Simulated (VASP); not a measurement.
Mg3ZnO4 (space group P4/mmm): the band gap from VASP (plane waves, PAW) at several levels of theory. Gaps are without spin-orbit coupling. Each level names its cell: its own relaxed one, PBE's, or the starting one. A gap is the smallest over the k-mesh and a band path; hybrids may have named points in place of the path, and GW has the mesh alone. mBJ is a potential without an energy functional, so only the levels count.

```csv
level,band gap (eV)
LDA (own cell),2.85
PBEsol (own cell),2.54
mBJ (TB09) (PBE cell),4.28
```

The cell of the LDA (own cell) run:

Space group P4/mmm (No. 123); a = 2.9474 Å, b = 2.9474 Å, c = 8.3247 Å, α = 90.00°, β = 90.00°, γ = 90.00°

| atom | site | symmetry | x | y | z |
|---|---|---|---|---|---|
| Mg | 2h | 4mm | 0.5000 | 0.5000 | 0.2496 |
| Mg | 1b | 4/mmm | 0.0000 | 0.0000 | 0.5000 |
| Zn | 1a | 4/mmm | 0.0000 | 0.0000 | 0.0000 |
| O | 2g | 4mm | 0.0000 | 0.0000 | 0.2527 |
| O | 1c | 4/mmm | 0.5000 | 0.5000 | 0.0000 |
| O | 1d | 4/mmm | 0.5000 | 0.5000 | 0.5000 |

Only levels that ran to the end are used. Left out are those held back, those with too coarse a band path, GW runs whose mesh misses a band edge, hybrids' fits of cells that aren't cubic and levels without matching references; a question may draw on a part of the rest.

The structure comes from a computed database's Mg3ZnO4 entry (P4/mmm); how it stands against other phases isn't given here.
